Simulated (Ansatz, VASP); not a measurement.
**Cross-check of Ti (Titanium) between VASP and Ansatz**

One calculation is typed for both programs; each brings its own data sets. How far apart do they land? The cell is taken from a series of runs on this material, whose earlier steps may have relaxed, scaled, displaced or heated it; both programs get it as it stands.

Main program and level: Ansatz 0.2.0; plane waves, with VASP 6.6.1 beside it; PBEsol.

## 1. The structure

Symmetry: P6_3/mmc, No. 194, hexagonal system. Conventional cell: a = 2.940 Å, b = 2.940 Å, c = 4.646 Å, α = 90.00°, β = 90.00°, γ = 120.00°. Nearest to Ti lie 12 Ti at 2.88 to 2.94 Å.

As a file:

```cif
data_structure
_symmetry_space_group_name_H-M 'P 1'
_symmetry_Int_Tables_number 1
_cell_length_a 2.9397
_cell_length_b 2.9397
_cell_length_c 4.6457
_cell_angle_alpha 90.000
_cell_angle_beta 90.000
_cell_angle_gamma 120.000
_cell_volume 34.77
loop_
_atom_site_label
_atom_site_type_symbol
_atom_site_fract_x
_atom_site_fract_y
_atom_site_fract_z
_atom_site_occupancy
Ti1 Ti 0.33333 0.66667 0.25000 1
Ti2 Ti 0.66667 0.33333 0.75000 1
```

## 2. VASP: zone-centre phonons, PBEsol

Second derivatives magnify differences that forces hide, and they need a tight electronic threshold.

Lines of VASP's logs that name or quote its potential files are left out, and so is its time.

Input file INCAR:

```
SYSTEM = Ti
PREC = Accurate
ENCUT = 500
EDIFF = 1E-08
NELM = 120
ISMEAR = 1
SIGMA = 0.2
LREAL = .FALSE.
ALGO = Normal
GGA = PS
NBANDS = 18
LASPH = .TRUE.
LORBIT = 11
LWAVE = .FALSE.
LCHARG = .FALSE.
ISIF = 2
IBRION = 8
GGA_COMPAT = .FALSE.
KPAR = 2
```

Input file POSCAR:

```
Ti
1.0
    2.9396924340      0.0000000000      0.0000000000
   -1.4698462170      2.5458483272      0.0000000000
    0.0000000000      0.0000000000      4.6457025721
Ti
2
Direct
    0.3333333334      0.6666666668      0.2500000000
    0.6666666668      0.3333333334      0.7500000000
```

Input file KPOINTS:

```
Automatic mesh
0
Gamma
18 18 12
0 0 0
```

Potentials, in the order of the species: Ti_sv (PBE family, release 64).

Run with:

```console
> mpirun -np 2 vasp_std
```

Numbers of over 12 decimals in the logs are rounded to 6 here.

What it wrote:

```text
[banner, memory and clock lines left out]
running    2 mpi-ranks, on    1 nodes
 distrk:  each k-point on    1 cores,    2 groups
 distr:  one band on    1 cores,    1 groups

 POSCAR found type information on POSCAR Ti
 POSCAR found :  1 types and       2 ions
|                                                                             |
|               ----> ADVICE to this user running VASP <----                  |
|                                                                             |
|     You enforced a specific xc type in the INCAR file but a different       |
|     [... a line on the potential file left out ...]
|     I HOPE YOU KNOW WHAT YOU ARE DOING!                                     |
|                                                                             |

 LDA part: xc-table for (Slater+PW92), standard interpolation
 POSCAR, INCAR and KPOINTS ok, starting setup
 FFT: planning ... GRIDC
 FFT: planning ... GRID_SOFT
 FFT: planning ... GRID
 WAVECAR not read
 entering main loop
       N       E                     dE             d eps       ncg     rms          rms(c)
DAV:   1     0.255705869742E+03    0.25571E+03   -0.12959E+04  9332   0.162E+03
DAV:   2     0.108718198168E+02   -0.24483E+03   -0.24161E+03  9480   0.452E+02
DAV:   3    -0.177745790383E+02   -0.28646E+02   -0.28333E+02 17576   0.127E+02
DAV:   4    -0.189747091722E+02   -0.12001E+01   -0.11988E+01 10742   0.271E+01
DAV:   5    -0.190322947881E+02   -0.57586E-01   -0.57571E-01 14754   0.422E+00    0.124E+01
DAV:   6    -0.166670149873E+02    0.23653E+01   -0.86896E+00 10948   0.306E+01    0.297E+00
DAV:   7    -0.166410807114E+02    0.25934E-01   -0.87005E-01 14240   0.694E+00    0.207E+00
DAV:   8    -0.166657466859E+02   -0.24666E-01   -0.22486E-01 10952   0.578E+00    0.722E-01
DAV:   9    -0.166563794783E+02    0.93672E-02   -0.55922E-02 11222   0.241E+00    0.680E-02
DAV:  10    -0.166566953247E+02   -0.31585E-03   -0.26980E-03 13590   0.353E-01    0.955E-02
DAV:  11    -0.166567847481E+02   -0.89423E-04   -0.26108E-04 11148   0.117E-01    0.324E-02
DAV:  12    -0.166567789655E+02    0.57827E-05   -0.38270E-05 12044   0.487E-02    0.853E-03
DAV:  13    -0.166567789415E+02    0.23950E-07   -0.12491E-06 11512   0.103E-02    0.181E-03
DAV:  14    -0.166567790974E+02   -0.15587E-06   -0.38808E-07 13670   0.460E-03    0.948E-04
DAV:  15    -0.166567790411E+02    0.56289E-07   -0.28863E-08  9976   0.141E-03    0.373E-04
DAV:  16    -0.166567790450E+02   -0.38804E-08   -0.72403E-09  5942   0.713E-04
   1 F= -.16656779E+02 E0= -.16658487E+02  d E =0.512370E-02
 Linear response reoptimize wavefunctions to high precision
DAV:   1    -0.166567790622E+02   -0.17187E-07   -0.16601E-09  6976   0.320E-04
DAV:   2    -0.166567790622E+02   -0.13642E-10   -0.23386E-10  5320   0.117E-04
 Linear response DOF=           2
 Linear response progress:
  Degree of freedom:   1/  2
       N       E                     dE             d eps       ncg     rms          rms(c)
RMM:   1    -0.583228579132E+00   -0.58323E+00    0.27808E+01 41470   0.144E+02
RMM:   2    -0.559381470653E+00    0.23847E-01   -0.35001E-01 75483   0.474E+00    0.269E-01
RMM:   3    -0.556218496021E+00    0.31630E-02   -0.20364E-02 84460   0.125E+00    0.120E-01
RMM:   4    -0.556420282108E+00   -0.20179E-03   -0.88910E-03 98747   0.552E-01    0.163E-02
RMM:   5    -0.557022743235E+00   -0.60246E-03   -0.16484E-03104298   0.208E-01    0.112E-02
RMM:   6    -0.557736164241E+00   -0.71342E-03   -0.69939E-04103239   0.104E-01    0.751E-03
RMM:   7    -0.557872767269E+00   -0.13660E-03   -0.14302E-04101942   0.489E-02    0.462E-03
RMM:   8    -0.558086808548E+00   -0.21404E-03   -0.47901E-05100762   0.281E-02    0.105E-03
RMM:   9    -0.558149618904E+00   -0.62810E-04   -0.20261E-05104715   0.153E-02    0.480E-04
RMM:  10    -0.558143546880E+00    0.60720E-05   -0.73899E-06106506   0.818E-03    0.194E-04
RMM:  11    -0.558149182283E+00   -0.56354E-05   -0.92683E-06106988   0.468E-03    0.110E-04
RMM:  12    -0.558155935194E+00   -0.67529E-05   -0.66490E-06105063   0.288E-03    0.124E-04
RMM:  13    -0.558148868541E+00    0.70667E-05   -0.75255E-06102363   0.194E-03    0.965E-05
RMM:  14    -0.558151061526E+00   -0.21930E-05   -0.50503E-06105680   0.133E-03    0.374E-05
RMM:  15    -0.558153213952E+00   -0.21524E-05   -0.56906E-06104145   0.980E-04    0.210E-05
RMM:  16    -0.558152923536E+00    0.29042E-06   -0.31958E-06102064   0.756E-04    0.537E-06
RMM:  17    -0.558152612422E+00    0.31111E-06   -0.36459E-06107531   0.605E-04    0.100E-05
RMM:  18    -0.558152697304E+00   -0.84881E-07   -0.20841E-06104804   0.497E-04    0.870E-06
RMM:  19    -0.558152664274E+00    0.33029E-07   -0.22882E-06103802   0.428E-04    0.162E-05
RMM:  20    -0.558152733675E+00   -0.69401E-07   -0.13346E-06105998   0.376E-04    0.167E-05
RMM:  21    -0.558152724737E+00    0.89388E-08   -0.14655E-06103532   0.337E-04    0.168E-05
RMM:  22    -0.558152714063E+00    0.10674E-07   -0.86276E-07 99678   0.308E-04    0.155E-05
 first order change of Fermi-energy   0.66956E-04
 force on displaced ion       1 direction 1 :  -1.487  -0.000   0.000
 Linear response progress:
  Degree of freedom:   2/  2
       N       E                     dE             d eps       ncg     rms          rms(c)
RMM:   1    -0.682953962420E+00   -0.68295E+00    0.30780E+01 14258   0.146E+02
RMM:   2    -0.648792516043E+00    0.34161E-01   -0.35203E-01 26358   0.477E+00    0.280E-01
RMM:   3    -0.646745454364E+00    0.20471E-02   -0.25027E-02 28910   0.129E+00    0.125E-01
RMM:   4    -0.647869676131E+00   -0.11242E-02   -0.10843E-02 33053   0.582E-01    0.543E-02
RMM:   5    -0.648267206885E+00   -0.39753E-03   -0.20000E-03 31352   0.238E-01    0.206E-02
RMM:   6    -0.648793850529E+00   -0.52664E-03   -0.85797E-04 35292   0.127E-01    0.117E-02
RMM:   7    -0.649122900573E+00   -0.32905E-03   -0.15265E-04 34946   0.568E-02    0.745E-03
RMM:   8    -0.649599634478E+00   -0.47673E-03   -0.47211E-05 32046   0.340E-02    0.219E-03
RMM:   9    -0.649628216326E+00   -0.28582E-04   -0.11837E-05 35263   0.173E-02    0.775E-04
RMM:  10    -0.649612929827E+00    0.15286E-04   -0.63452E-06 35569   0.973E-03    0.248E-04
RMM:  11    -0.649614812593E+00   -0.18828E-05   -0.39078E-07 36566   0.565E-03    0.205E-04
RMM:  12    -0.649620986038E+00   -0.61734E-05    0.40874E-07 34962   0.358E-03    0.873E-05
RMM:  13    -0.649623499245E+00   -0.25132E-05   -0.16689E-06 36570   0.241E-03    0.572E-05
RMM:  14    -0.649622295406E+00    0.12038E-05   -0.14268E-06 35824   0.166E-03    0.219E-05
[...]
RMM:  19    -0.649623086676E+00    0.91250E-07   -0.11108E-06 35938   0.622E-04    0.908E-06
RMM:  20    -0.649623083658E+00    0.30186E-08   -0.57163E-07 35685   0.552E-04    0.100E-05
RMM:  21    -0.649623193467E+00   -0.10981E-06   -0.14441E-06 35538   0.503E-04    0.151E-05
RMM:  22    -0.649623131911E+00    0.61556E-07   -0.54446E-07 35241   0.463E-04    0.166E-05
RMM:  23    -0.649623179131E+00   -0.47219E-07   -0.88547E-07 34123   0.431E-04    0.194E-05
RMM:  24    -0.649623197197E+00   -0.18066E-07   -0.67822E-07 33144   0.405E-04    0.208E-05
RMM:  25    -0.649623234890E+00   -0.37693E-07   -0.76084E-07 32733   0.384E-04    0.214E-05
RMM:  26    -0.649623239591E+00   -0.47010E-08   -0.59360E-07 34195   0.365E-04    0.223E-05
 first order change of Fermi-energy  -0.15230E-03
 force on displaced ion       1 direction 3 :   0.000  -0.000  -2.486
 Linear response finished
```

From OUTCAR (step 2):

```text
ion  position               nearest neighbor table
   1  0.333  0.667  0.250-   2 2.88   2 2.88   2 2.88   2 2.88   2 2.88   2 2.88
   2  0.667  0.333  0.750-   1 2.88   1 2.88   1 2.88   1 2.88   1 2.88   1 2.88

  LATTYP: Found a hexagonal cell.
 ALAT       =     2.9396924340
 C/A-ratio  =     1.5803362686

 Subroutine GETGRP returns: Found 24 space group operations
 (whereof 12 operations were pure point group operations)

The static configuration has the point symmetry D_3d.
 The point group associated with its full space group is D_6h.

 Found    259 irreducible k-points:

   k-points           NKPTS =    259   k-points in BZ     NKDIM =    259   number of bands    NBANDS=     18

   dimension x,y,z NGX =    24 NGY =   24 NGZ =   36
   dimension x,y,z NGXF=    48 NGYF=   48 NGZF=   72

   ENCUT  =  500.0 eV  36.75 Ry    6.06 a.u.   5.36  5.36  8.47*2*pi/ulx,y,z

   NELECT =      24.0000    total number of electrons

 k-points in reciprocal lattice and weights: Automatic mesh
   0.00000000  0.00000000  0.00000000       0.000
   0.05555556  0.00000000  0.00000000       0.002
   0.11111111  0.00000000  0.00000000       0.002
   0.16666667  0.00000000  0.00000000       0.002
   0.22222222  0.00000000  0.00000000       0.002
   0.27777778  0.00000000  0.00000000       0.002
   0.33333333  0.00000000  0.00000000       0.002
   0.38888889  0.00000000  0.00000000       0.002
   0.44444444  0.00000000  0.00000000       0.002
[...]
0.33333333  0.27777778  0.50000000       0.003
   0.33333333  0.33333333  0.50000000       0.001

 average (electrostatic) potential at core
       1 -72.3316       2 -72.3316

  Total       -1.0027199     -1.0027199     -1.0045565      0.0000000      0.0000000      0.0000000
  in kB      -46.2066419    -46.2066419    -46.2912721      0.0000000      0.0000000      0.0000000
  external PRESSURE =     -46.2348520 kB  Pullay stress =       0.0000000 kB

  energy-cutoff  :      500.00
  volume of cell :       34.77
      direct lattice vectors                 reciprocal lattice vectors
     2.939692434  0.000000000  0.000000000     0.340171641  0.196398189  0.000000000
    -1.469846217  2.545848327  0.000000000     0.000000000  0.392796377  0.000000000
     0.000000000  0.000000000  4.645702572     0.000000000  0.000000000  0.215252695

 POSITION                                       TOTAL-FORCE (eV/Angst)
 -----------------------------------------------------------------------------------
      0.00000      1.69723      1.16143        -0.000000      0.000000      0.000000
      1.46985      0.84862      3.48428         0.000000     -0.000000      0.000000
 -----------------------------------------------------------------------------------
    total drift:                               -0.000000     -0.000000      0.000000

 Eigenvectors and eigenvalues of the dynamical matrix
 ----------------------------------------------------

   1 f  =    5.037773 THz    31.653260 2PiTHz  168.042010 cm-1    20.834544 meV
             X         Y         Z           dx          dy          dz
      0.000000  1.697232  1.161426     0.000000    0.000000   -0.707107
      1.469846  0.848616  3.484277     0.000000    0.000000    0.707107

   2 f  =    3.895987 THz    24.479211 2PiTHz  129.956150 cm-1    16.112502 meV
             X         Y         Z           dx          dy          dz
      0.000000  1.697232  1.161426    -0.000000    0.707107    0.000000
      1.469846  0.848616  3.484277     0.000000   -0.707107    0.000000

   3 f  =    3.895987 THz    24.479211 2PiTHz  129.956150 cm-1    16.112502 meV
             X         Y         Z           dx          dy          dz
      0.000000  1.697232  1.161426    -0.707107   -0.000000    0.000000
      1.469846  0.848616  3.484277     0.707107    0.000000    0.000000

   4 f  =    0.000000 THz     0.000000 2PiTHz    0.000000 cm-1     0.000000 meV
             X         Y         Z           dx          dy          dz
      0.000000  1.697232  1.161426     0.707107    0.000000    0.000000
      1.469846  0.848616  3.484277     0.707107    0.000000    0.000000

   5 f  =    0.000000 THz     0.000000 2PiTHz    0.000000 cm-1     0.000000 meV
             X         Y         Z           dx          dy          dz
      0.000000  1.697232  1.161426    -0.000000    0.707107    0.000000
      1.469846  0.848616  3.484277     0.000000    0.707107    0.000000

   6 f  =    0.000000 THz     0.000000 2PiTHz    0.000000 cm-1     0.000000 meV
             X         Y         Z           dx          dy          dz
      0.000000  1.697232  1.161426     0.000000    0.000000    0.707107
      1.469846  0.848616  3.484277     0.000000    0.000000    0.707107

 ELASTIC MODULI CONTR FROM IONIC RELAXATION (kBar)
 Direction    XX          YY          ZZ          XY          YZ          ZX
 --------------------------------------------------------------------------------
 XX        -150.8148    150.8148      0.0000     -0.0000      0.0000      0.0000
 YY         150.8148   -150.8148     -0.0000      0.0000      0.0000      0.0000
 ZZ           0.0000     -0.0000     -0.0000      0.0000      0.0000      0.0000
 XY          -0.0000      0.0000      0.0000   -150.8148      0.0000      0.0000
 YZ           0.0000      0.0000      0.0000      0.0000      0.0000      0.0000
 ZX           0.0000      0.0000      0.0000      0.0000      0.0000      0.0000
 --------------------------------------------------------------------------------
```

[end of part 1 of 2]

[Lines on the potential files, build, host, timing and source positions are cut from VASP's logs without a mark.]

[Logs are printed without paths, hosts, clocks, repeated set-up lines and the standing remarks that a program may print on its own settings, such as how far it seeks lower states.]

[Hosts, paths, dates, database ids (printed as entryN), source tags and the programs' standing remarks are cut or masked in the printed files.]
